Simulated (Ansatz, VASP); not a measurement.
## SiO2 (Stishovite): VASP beside Ansatz

One calculation is typed for both programs; each brings its own data sets. How far apart do they land? The cell is taken from a series of runs on this material, whose earlier steps may have relaxed, scaled, displaced or heated it; both programs get it as it stands.

Program: Ansatz 0.2.0. Level of theory: plane waves, with VASP 6.6.1 beside it; single point at HSE06. Results are calculated unless marked as measured.

## Step 1: Starting point

Symmetry: P4_2/mnm, No. 136, tetragonal system. Conventional cell: a = 4.177 Å, b = 4.177 Å, c = 2.612 Å, α = 90.00°, β = 90.00°, γ = 90.00°. Nearest to Si lie 6 O at 1.74 to 1.80 Å. Nearest to O lie 3 Si at 1.74 to 1.80 Å. Farther neighbours and most contacts between anions are not listed.

As a file:

```xyz
6
Lattice="4.1773 0.0000 0.0000 0.0000 4.1773 0.0000 0.0000 0.0000 2.6119" Properties=species:S:1:pos:R:3 pbc="T T T"
Si    0.0000    0.0000    0.0000
Si    2.0886    2.0886    1.3059
O     1.2753    1.2753    0.0000
O     0.8134    3.3639    1.3059
O     2.9020    2.9020    0.0000
O     3.3639    0.8134    1.3059
```

## Step 2: VASP: single point, HSE06

A single point gives forces, pressure and levels at one fixed geometry, so differences don't come from the geometry; what else differs is listed under the comparison.

Lines of VASP's logs that name or quote its potential files are left out, and so is its time.

The run reads the wave functions of an earlier VASP run, which isn't shown here.

Input file INCAR:

```
SYSTEM = SiO2
PREC = Accurate
ENCUT = 520
EDIFF = 1E-06
NELM = 100
ISMEAR = 0
SIGMA = 0.01
LREAL = .FALSE.
ALGO = Normal
LHFCALC = .TRUE.
AEXX = 0.25
GGA = PE
HFSCREEN = 0.208
LASPH = .TRUE.
NBANDS = 22
PRECFOCK = Fast
LORBIT = 11
LWAVE = .FALSE.
LCHARG = .FALSE.
KPAR = 8
ISIF = 2
```

Input file POSCAR:

```
SiO2
1.0
    4.1773000000      0.0000000000      0.0000000000
    0.0000000000      4.1773000000      0.0000000000
    0.0000000000      0.0000000000      2.6118960000
Si O
2 4
Direct
    0.0000000000      0.0000000000      0.0000000000
    0.5000000000      0.5000000000      0.5000000000
    0.3052907129      0.3052907129      0.0000000000
    0.1947092871      0.8052907129      0.5000000000
    0.6947092871      0.6947092871      0.0000000000
    0.8052907129      0.1947092871      0.5000000000
```

Input file KPOINTS:

```
Automatic mesh
0
Gamma
4 4 6
0 0 0
```

PAW data sets: Si and O (PBE family, release 64).

The run is started by

```bash
$ mpirun -np 8 vasp_std
```

Numbers of over 12 decimals in the logs are rounded to 6 here.

Output:

```text
[banner, memory and clock lines left out]
running    8 mpi-ranks, on    1 nodes
 distrk:  each k-point on    1 cores,    8 groups
 distr:  one band on    1 cores,    1 groups

 POSCAR found type information on POSCAR SiO
 POSCAR found :  2 types and       6 ions
|                                                                             |
|           W    W    AA    RRRRR   N    N  II  N    N   GGGG   !!!           |
|           W    W   A  A   R    R  NN   N  II  NN   N  G    G  !!!           |
|           W    W  A    A  R    R  N N  N  II  N N  N  G       !!!           |
|           W WW W  AAAAAA  RRRRR   N  N N  II  N  N N  G  GGG   !            |
|           WW  WW  A    A  R   R   N   NN  II  N   NN  G    G                |
|           W    W  A    A  R    R  N    N  II  N    N   GGGG   !!!           |
|                                                                             |
|     For optimal performance we recommend to set                             |
|       NCORE = 2 up to number-of-cores-per-socket                            |
|     NCORE specifies how many cores store one orbital (NPAR=cpu/NCORE).      |
|     This setting can greatly improve the performance of VASP for DFT.       |
|     The default, NCORE=1 might be grossly inefficient on modern             |
|     multi-core architectures or massively parallel machines. Do your        |
|     Unfortunately you need to use the default for GW and RPA                |
|     calculations (for HF NCORE is supported but not extensively tested      |
|     yet).                                                                   |
|                                                                             |

 LDA part: xc-table for (Slater+PW92), standard interpolation
 found WAVECAR, reading the header
 POSCAR, INCAR and KPOINTS ok, starting setup
 FFT: planning ... GRIDC
 FFT: planning ... GRID_SOFT
 FFT: planning ... GRID
 reading WAVECAR
 the WAVECAR file was read successfully
 initial charge from wavefunction
 entering main loop
       N       E                     dE             d eps       ncg     rms          rms(c)
DAV:   1    -0.572433642547E+02   -0.57243E+02   -0.95125E-01  1182   0.812E+00    0.409E+00
DAV:   2    -0.572490363367E+02   -0.56721E-02   -0.26231E-02  1278   0.116E+00    0.307E+00
DAV:   3    -0.572463192179E+02    0.27171E-02   -0.18042E-03  1260   0.285E-01    0.181E+00
DAV:   4    -0.572456291324E+02    0.69009E-03   -0.67157E-04  1248   0.161E-01    0.102E+00
DAV:   5    -0.572454337223E+02    0.19541E-03   -0.12265E-04  1272   0.803E-02    0.568E-01
DAV:   6    -0.572453717564E+02    0.61966E-04   -0.35809E-05  1260   0.496E-02    0.319E-01
DAV:   7    -0.572453534958E+02    0.18261E-04   -0.10976E-05  1272   0.288E-02    0.180E-01
DAV:   8    -0.572453482127E+02    0.52831E-05   -0.28828E-06  1138   0.149E-02    0.101E-01
DAV:   9    -0.572453467506E+02    0.14621E-05   -0.87513E-07   840   0.837E-03    0.574E-02
DAV:  10    -0.572453464002E+02    0.35045E-06   -0.34544E-07   702   0.529E-03
   1 F= -.57245346E+02 E0= -.57245346E+02  d E =-.182705E-31
```

From OUTCAR (step 2):

```text
ion  position               nearest neighbor table
   1  0.000  0.000  0.000-   4 1.74   6 1.74   4 1.74   6 1.74   5 1.80   3 1.80
   2  0.500  0.500  0.500-   3 1.74   5 1.74   3 1.74   5 1.74   4 1.80   6 1.80
   3  0.305  0.305  0.000-   2 1.74   2 1.74   1 1.80
   4  0.195  0.805  0.500-   1 1.74   1 1.74   2 1.80
   5  0.695  0.695  0.000-   2 1.74   2 1.74   1 1.80
   6  0.805  0.195  0.500-   1 1.74   1 1.74   2 1.80

  LATTYP: Found a simple tetragonal cell.
 ALAT       =     4.1773000000
 C/A-ratio  =     0.6252593781

 Subroutine GETGRP returns: Found 16 space group operations
 (whereof  8 operations were pure point group operations)

The static configuration has the point symmetry D_2h.
 The point group associated with its full space group is D_4h.

 Found     24 irreducible k-points:

   k-points           NKPTS =     24   k-points in BZ     NKDIM =     96   number of bands    NBANDS=     22

   dimension x,y,z NGX =    32 NGY =   32 NGZ =   20
   dimension x,y,z NGXF=    64 NGYF=   64 NGZF=   40

   ENCUT  =  520.0 eV  38.22 Ry    6.18 a.u.   7.77  7.77  4.86*2*pi/ulx,y,z

   NELECT =      32.0000    total number of electrons

 k-points in reciprocal lattice and weights: Automatic mesh
   0.00000000  0.00000000  0.00000000       0.010
   0.25000000  0.00000000  0.00000000       0.042
   0.50000000  0.00000000  0.00000000       0.021
   0.25000000  0.25000000  0.00000000       0.042
   0.50000000  0.25000000  0.00000000       0.042
   0.50000000  0.50000000  0.00000000       0.010
   0.00000000  0.00000000  0.16666667       0.021
   0.25000000  0.00000000  0.16666667       0.083
   0.50000000  0.00000000  0.16666667       0.042
[...]
0.50000000  0.25000000  0.50000000       0.042
   0.50000000  0.50000000  0.50000000       0.010

  exchange ACFDT corr.  =         0.00000000  see jH, gK, PRB 81, 115126

 average (electrostatic) potential at core
       1 -77.3339       2 -77.3339       3 -60.3906       4 -60.3906       5 -60.3906
       6 -60.3906

 E-fermi :   7.2052

 k-point     1 :       0.0000    0.0000    0.0000
  band No.  band energies     occupation
    ...
     12       4.0898      2.00000
     13       4.8040      2.00000
     14       6.2532      2.00000
     15       6.2532      2.00000
     16       7.1256      2.00000
     17      15.2904      0.00000
     18      16.3055      0.00000
     19      18.2073      0.00000
     20      18.2073      0.00000
     21      20.2954      0.00000
    ...

 k-point     2 :       0.2500    0.0000    0.0000
  band No.  band energies     occupation
    ...
     12       4.2365      2.00000
     13       4.8163      2.00000
     14       4.9544      2.00000
     15       6.1302      2.00000
     16       6.6415      2.00000
     17      16.1860      0.00000
     18      16.8761      0.00000
     19      18.3601      0.00000
     20      18.3822      0.00000
     21      20.9777      0.00000
    ...

 k-point     3 :       0.5000    0.0000    0.0000
  band No.  band energies     occupation
    ...
     12       2.9537      2.00000
     13       4.5721      2.00000
     14       4.5721      2.00000
     15       6.0000      2.00000
     16       6.0000      2.00000
     17      17.5583      0.00000
     18      17.5583      0.00000
     19      18.7849      0.00000
     20      18.7849      0.00000
     21      20.3480      0.00000
    ...

  Total        0.9410016      0.9410016      4.6075902      0.0000000      0.0000000      0.0000000
  in kB       33.0791018     33.0791018    161.9709819      0.0000000      0.0000000      0.0000000
  external PRESSURE =      76.0430618 kB  Pullay stress =       0.0000000 kB

  energy-cutoff  :      520.00
  volume of cell :       45.58
      direct lattice vectors                 reciprocal lattice vectors
     4.177300000  0.000000000  0.000000000     0.239389079  0.000000000  0.000000000
     0.000000000  4.177300000  0.000000000     0.000000000  0.239389079  0.000000000
     0.000000000  0.000000000  2.611896000     0.000000000  0.000000000  0.382863636

 POSITION                                       TOTAL-FORCE (eV/Angst)
 -----------------------------------------------------------------------------------
      0.00000      0.00000      0.00000         0.000000      0.000000      0.000000
      2.08865      2.08865      1.30595         0.000000      0.000000      0.000000
      1.27529      1.27529      0.00000         0.102275      0.102275      0.000000
      0.81336      3.36394      1.30595        -0.102275      0.102275      0.000000
      2.90201      2.90201      0.00000        -0.102275     -0.102275     -0.000000
      3.36394      0.81336      1.30595         0.102275     -0.102275      0.000000
 -----------------------------------------------------------------------------------
    total drift:                               -0.000009     -0.000009      0.000000

  FREE ENERGIE OF THE ION-ELECTRON SYSTEM (eV)
  ---------------------------------------------------
  free  energy   TOTEN  =       -57.2453464002 eV

  energy  without entropy=      -57.2453464002  energy(sigma->0) =      -57.24534640

 total charge
# of ion       s       p       d       tot
------------------------------------------
    1        0.593   0.905   0.000   1.497
    2        0.593   0.905   0.000   1.497
    3        1.557   3.738   0.000   5.295
    4        1.557   3.738   0.000   5.295
    5        1.557   3.738   0.000   5.295
    6        1.557   3.738   0.000   5.295
--------------------------------------------------
tot          7.415  16.761   0.000  24.175

[... 3 further parts left out ...]
```

The run ends at a pressure of 7.60 GPa, with forces up to 0.14 eV/Å.

(Continued in part 2 of 2.)

[Lines on the potential files, build, host, timing and source positions are cut from VASP's logs without a mark.]

[Logs are printed without paths, hosts, clocks, repeated set-up lines and the standing remarks that a program may print on its own settings, such as how far it seeks lower states.]

[Hosts, paths, dates, database ids (printed as entryN), source tags and the programs' standing remarks are cut or masked in the printed files.]
